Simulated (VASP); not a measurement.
KI (rock salt):

```
CELL_PARAMETERS angstrom
      0.00000     3.53500     3.53500
      3.53500     0.00000     3.53500
      3.53500     3.53500     0.00000
ATOMIC_POSITIONS crystal
  K  0.00000 0.00000 0.00000
  I  0.50000 0.50000 0.50000
```

The lowest empty band near Γ, direction [110], from mBJ (TB09) with spin-orbit coupling in VASP (PAW); its two spin partners are averaged. The gap over the points computed is 5.58 eV, and the next band on that side lies 1.74 eV away at the edge.

Settings: 400 eV cut-off, 7×7×7 Γ-centred mesh, Gaussian smearing of 0.050 eV, potentials K_sv I.

```csv
distance from the edge in k (1/Å),distance in energy (meV)
0.018,3.0
0.025,5.8
0.035,11.3
0.050,23.0
0.070,44.9
```

Problem. Fit E(1 + αE) = ħ²k²/2m* (ħ²/2m0 = 3.810 eV Å²) and predict the row at 0.095 1/Å.

Solution. The rows don't resolve α, so a parabola serves: the electron mass is m* = 0.415 m0, and so 82.8 meV. The run gave 81.8 meV, -1.0 meV from the fit.

Left out are points under 3 meV from the edge, since the levels carry 0.1 meV, and points farther than half the way to the next band.

The compound is KI in the rock salt structure. The cell was not relaxed at this level.
